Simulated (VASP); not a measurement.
A convergence study with VASP on NiSb (NiAs type): one setting is varied, all else stays as given below, so the limit is that of these other settings. Each run relaxes cell and ions from the cell shown. The basis is that of the starting cell, so low cut-offs carry a Pulay error.

```
CELL_PARAMETERS angstrom
      1.96500    -3.40348     0.00000
      1.96500     3.40348     0.00000
      0.00000     0.00000     5.13000
ATOMIC_POSITIONS crystal
  Ni 0.00000 0.00000 0.50000
  Ni 0.00000 0.00000 0.00000
  Sb 0.33333 0.66667 0.25000
  Sb 0.66667 0.33333 0.75000
```

Level of theory: PBE GGA, VASP's PBE PAW potentials (set 64) (plane waves; VASP). The tightest run used: 700 eV cut-off, 8×8×6 Γ-centred mesh, first-order Methfessel-Paxton smearing of 0.10 eV, potentials Ni Sb.

Question: The settings run are ENCUT = 200; ENCUT = 250; ENCUT = 300; ENCUT = 350; ENCUT = 400; ENCUT = 450; ENCUT = 500; ENCUT = 600; ENCUT = 650; ENCUT = 700. From which on does the relaxed volume stay within 0.02 Å³/atom of the tightest run?

Answer: From ENCUT = 450 on: it is off by 0.012 there and by no more than 0.02 in any finer run, while ENCUT = 400 is off by 0.032.
```json
[
 {"setting": "ENCUT = 200", "relaxed volume (Å³/atom)": "15.369", "E (eV/atom)": "-5.0590", "plane waves": "456", "difference judged (Å³/atom)": "2.274"},
 {"setting": "ENCUT = 250", "relaxed volume (Å³/atom)": "17.117", "E (eV/atom)": "-5.0640", "plane waves": "626", "difference judged (Å³/atom)": "0.527"},
 {"setting": "ENCUT = 300", "relaxed volume (Å³/atom)": "17.631", "E (eV/atom)": "-5.0812", "plane waves": "855", "difference judged (Å³/atom)": "0.013"},
 {"setting": "ENCUT = 350", "relaxed volume (Å³/atom)": "17.622", "E (eV/atom)": "-5.0793", "plane waves": "1036", "difference judged (Å³/atom)": "0.021"},
 {"setting": "ENCUT = 400", "relaxed volume (Å³/atom)": "17.612", "E (eV/atom)": "-5.0773", "plane waves": "1266", "difference judged (Å³/atom)": "0.032"},
 {"setting": "ENCUT = 450", "relaxed volume (Å³/atom)": "17.632", "E (eV/atom)": "-5.0772", "plane waves": "1506", "difference judged (Å³/atom)": "0.012"},
 {"setting": "ENCUT = 500", "relaxed volume (Å³/atom)": "17.645", "E (eV/atom)": "-5.0775", "plane waves": "1773", "difference judged (Å³/atom)": "0.001"},
 {"setting": "ENCUT = 600", "relaxed volume (Å³/atom)": "17.641", "E (eV/atom)": "-5.0774", "plane waves": "2312", "difference judged (Å³/atom)": "0.003"},
 {"setting": "ENCUT = 650", "relaxed volume (Å³/atom)": "17.642", "E (eV/atom)": "-5.0773", "plane waves": "2631", "difference judged (Å³/atom)": "0.002"},
 {"setting": "ENCUT = 700", "relaxed volume (Å³/atom)": "17.644", "E (eV/atom)": "-5.0774", "plane waves": "2922", "difference judged (Å³/atom)": "0.000"}
]
```

Left out are rungs that failed or repeat a setting and relaxations that didn't move; long series are thinned to 24 rows.

The compound is NiSb in the NiAs type structure. The run is not spin-polarised, so no magnetic state was tried.
